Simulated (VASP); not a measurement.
Computed with r2SCAN meta-GGA, VASP's PBE PAW potentials (set 64) (plane waves; VASP 6.6.1).

A VASP calculation is set up with these files.

### KPOINTS
```
kpoints
0
gamma
14 14 14
```

**INCAR**
```
SYSTEM  =  YbSi2
PREC  =  Accurate; ENCUT  =  400; LREAL  =  .FALSE.
LASPH  =  .TRUE.
EDIFF  =  1E-7; NELM  =  100; ALGO  =  Normal
LMAXMIX  =  6; LMIXTAU  =  .TRUE.
ISMEAR  =  -5
METAGGA  =  R2SCAN
ISIF  =  2
LWAVE  =  .FALSE.; LCHARG  =  .FALSE.; LORBIT  =  11
NEDOS  =  601
LEFG  =  .TRUE.
```

**KPOINTS_OPT**
```
k-points along high-symmetry lines
6
Line-mode
Reciprocal
  0.000000   0.000000   0.000000 ! GAMMA
  0.000000   0.000000   0.500000 ! X

  0.000000   0.000000   0.500000 ! X
  0.250000   0.250000   0.250000 ! P

  0.250000   0.250000   0.250000 ! P
  0.000000   0.500000   0.000000 ! N

  0.000000   0.500000   0.000000 ! N
  0.000000   0.000000   0.000000 ! GAMMA

  0.000000   0.000000   0.000000 ! GAMMA
  0.500000   0.500000  -0.500000 ! M

  0.500000   0.500000  -0.500000 ! M
  0.291733   0.708267  -0.291733 ! S

 -0.291733   0.291733   0.291733 ! S_0
  0.000000   0.000000   0.000000 ! GAMMA

  0.000000   0.000000   0.500000 ! X
 -0.083466   0.083466   0.500000 ! R

  0.500000   0.500000  -0.083466 ! G
  0.500000   0.500000  -0.500000 ! M
```

### POSCAR
```
YbSi2
1
   -1.6772011932     1.6772011932     5.1084376690
    1.6772011932    -1.6772011932     5.1084376690
    1.6772011932     1.6772011932    -5.1084376690
Yb Si
1 2
Direct
  0.0000000000   0.0000000000   0.0000000000
  0.2922984822   0.2922984822   0.0000000000
  0.7077015178   0.7077015178   0.0000000000
```

POTCAR, in this order: Yb_2 Si (PBE.64 set). Program: vasp_std.

The 4f electrons are frozen in the core of the lanthanide potential, so 4f levels, which can set the real gap, and their magnetism are missing.

Q: Predict the energy per atom (σ→0), band gap (over mesh and band path).

A: 
The energy per atom (σ→0) is -17.248 eV/atom and the band gap (over mesh and band path) is none (metal, semimetal or under 0.01 eV).

File OSZICAR:
```
...
DAV:  17    -0.517443517982E+02    0.50269E-06   -0.57029E-06  6764   0.239E-02    0.513E-03
DAV:  18    -0.517443513239E+02    0.47430E-06   -0.39567E-07  7244   0.693E-03    0.466E-03
DAV:  19    -0.517443517258E+02   -0.40191E-06   -0.25919E-07  6916   0.468E-03    0.193E-03
DAV:  20    -0.517443519068E+02   -0.18094E-06   -0.10341E-07  4568   0.309E-03    0.744E-04
DAV:  21    -0.517443517398E+02    0.16702E-06   -0.13304E-08  3260   0.122E-03    0.230E-04
DAV:  22    -0.517443516837E+02    0.56091E-07   -0.30863E-09  3156   0.687E-04
   1 F= -.51744352E+02 E0= -.51744352E+02  d E =0.000000E+00
       N       E                     dE             ncg
```

The structure was generated: YbSi2 was put into the MoSi2 type (I4/mmm), which need not be its known phase. It was relaxed first.
